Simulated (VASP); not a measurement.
An input for Ansatz (written as the equivalent of a VASP run, and not itself run):

Ansatz 0.2 input:
```yaml
crystal:
  lattice:
    - [2.3337834, -4.0422319, 0.0000000]
    - [2.3337834, 4.0422319, 0.0000000]
    - [0.0000000, 0.0000000, 7.6239865]
  atoms:
    - { symbol: Ag, position: [0.6666670, 0.3333330, 0.5001129] }
    - { symbol: Ag, position: [0.3333330, 0.6666670, 0.0001129] }
    - { symbol: I, position: [0.6666670, 0.3333330, 0.8748871] }
    - { symbol: I, position: [0.3333330, 0.6666670, 0.3748871] }
kpoints:
  mp_grid: { grid: [4, 4, 2] }
hamiltonian:
  xc: pbe
  pseudopotentials: { kind: paw }
magnetization: { noncollinear: true, spin_orbit: true }
scf:
  occupations: { method: gaussian, width: 0.05 }
  max_iter: 100
output: { forces: true, stress: true, eigenvalues: true }
```

Translate this input to VASP (INCAR, KPOINTS, POSCAR, choice of POTCAR).

One answer among several that fit: 
KPOINTS:
```
Automatic mesh
0
Gamma
4 4 2
0 0 0
```

### INCAR
```
SYSTEM = AgI
PREC = Accurate; ENCUT = 350; LREAL = .FALSE.
LASPH = .TRUE.
EDIFF = 1E-6; NELM = 100; ALGO = Normal
LMAXMIX = 4
ISMEAR = 0; SIGMA = 0.05
GGA = PE; GGA_COMPAT = .FALSE.
MAGMOM = 12*0; LSORBIT = .TRUE.
LWAVE = .TRUE.; LCHARG = .FALSE.
```

**POSCAR**
```
AgI
1
    2.3337834111    -4.0422318586     0.0000000000
    2.3337834111     4.0422318586     0.0000000000
    0.0000000000     0.0000000000     7.6239865262
Ag I
2 2
Direct
  0.6666670000   0.3333330000   0.5001128811
  0.3333330000   0.6666670000   0.0001128811
  0.6666670000   0.3333330000   0.8748871189
  0.3333330000   0.6666670000   0.3748871189
```

POTCAR, in this order: Ag I (PBE.64 set). Program: vasp_ncl.

Limits of the translation: each code has its own PAW files, so the cut-off isn't converted (ENCUT is set for VASP's; basis.ecutwfc is left out, and Ansatz then takes the one that its files recommend); Ansatz stops its SCF on the density residual and VASP on the energy change (EDIFF).

The compound is AgI in the wurtzite structure. It was relaxed first.
